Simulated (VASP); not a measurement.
Level of theory: r2SCAN+rVV10, VASP's PBE PAW potentials (set 64) (plane waves; VASP 6.6.1).

Input for VASP

**INCAR**
```
ALGO = Normal
BPARAM = 11.95
CPARAM = 0.0093
EDIFF = 1E-7
ENCUT = 520
ISIF = 2
ISMEAR = 1
LASPH = T
LCHARG = F
LMAXMIX = 6
LMIXTAU = T
LREAL = F
LUSE_VDW = T
LWAVE = F
METAGGA = R2SCAN
NELM = 100
PREC = Accurate
SIGMA = 0.1
SYSTEM = Ir
```

**POSCAR**
```
Ir
1.0
  0.0000000000   1.9229320283   1.9229320283
  1.9229320283   0.0000000000   1.9229320283
  1.9229320283   1.9229320283   0.0000000000
Ir
1
Cart
  0.0000000000   0.0000000000   0.0000000000
```

File KPOINTS:
```
K-points
0
Gamma
16 16 16
0 0 0
```

POTCAR, in this order: Ir (PBE.64 set). Program: vasp_std.

Output of the run:

File OSZICAR:
```
       N       E                     dE             d eps       ncg     rms          rms(c)
DAV:   1    -0.421992050618E+00   -0.42199E+00   -0.46944E+03  2376   0.107E+03
DAV:   2    -0.539115898857E+02   -0.53490E+02   -0.51830E+02  2328   0.211E+02
DAV:   3    -0.545795507171E+02   -0.66796E+00   -0.66674E+00  3392   0.327E+01
DAV:   4    -0.545837720779E+02   -0.42214E-02   -0.42190E-02  2968   0.178E+00
DAV:   5    -0.545837977620E+02   -0.25684E-04   -0.25682E-04  3472   0.944E-02    0.159E+01
DAV:   6    -0.517768570364E+02    0.28069E+01   -0.27052E+00  2616   0.208E+01    0.522E+00
DAV:   7    -0.521003546525E+02   -0.32350E+00   -0.26399E-01  2328   0.539E+00    0.349E+00
DAV:   8    -0.519256510369E+02    0.17470E+00   -0.34005E-01  2336   0.457E+00    0.124E+00
DAV:   9    -0.522257863231E+02   -0.30014E+00   -0.10713E-01  2408   0.246E+00    0.291E-01
DAV:  10    -0.522309976525E+02   -0.52113E-02   -0.41563E-03  2664   0.601E-01    0.977E-02
DAV:  11    -0.522278685113E+02    0.31291E-02   -0.23154E-03  2648   0.534E-01    0.138E-01
DAV:  12    -0.522315700658E+02   -0.37016E-02   -0.19231E-03  2576   0.397E-01    0.124E-02
DAV:  13    -0.522317424421E+02   -0.17238E-03   -0.24978E-04  3040   0.133E-01    0.192E-02
DAV:  14    -0.522317451188E+02   -0.26766E-05   -0.33428E-06  2720   0.189E-02    0.128E-02
DAV:  15    -0.522317471213E+02   -0.20025E-05   -0.13890E-06  2752   0.147E-02    0.591E-03
DAV:  16    -0.522317480005E+02   -0.87922E-06   -0.78407E-07  2416   0.859E-03    0.234E-03
DAV:  17    -0.522317479597E+02    0.40856E-07   -0.17503E-07  2296   0.455E-03
   1 F= -.52231748E+02 E0= -.52231554E+02  d E =-.581528E-03
```

OUTCAR:
```
------------------------ aborting loop because EDIFF is reached ----------------------------------------
  FORCE on cell =-STRESS in cart. coord.  units (eV):
  Direction    XX          YY          ZZ          XY          YZ          ZX
  --------------------------------------------------------------------------------------
  Total        0.0362226      0.0362226      0.0362226     -0.0000000      0.0000000      0.0000000
  in kB        4.0810188      4.0810188      4.0810188     -0.0000000      0.0000000      0.0000000
  external PRESSURE =       4.0810188 kB  Pullay stress =       0.0000000 kB
  volume of cell :       14.22
      direct lattice vectors                 reciprocal lattice vectors
     0.000000000  1.922932028  1.922932028    -0.260019591  0.260019591  0.260019591
     1.922932028  0.000000000  1.922932028     0.260019591 -0.260019591  0.260019591
     1.922932028  1.922932028  0.000000000     0.260019591  0.260019591 -0.260019591
 POSITION                                       TOTAL-FORCE (eV/Angst)
 -----------------------------------------------------------------------------------
      0.00000      0.00000      0.00000         0.000000      0.000000     -0.000000
 -----------------------------------------------------------------------------------
    total drift:                                0.000000      0.000000      0.000000
  FREE ENERGIE OF THE ION-ELECTRON SYSTEM (eV)
  ---------------------------------------------------
  free  energy   TOTEN  =       -52.2317479597 eV

  energy  without entropy=      -52.2311664318  energy(sigma->0) =      -52.23155412
```
(Selected blocks of OUTCAR.)

The compound is Ir in the fcc structure. It was relaxed first.
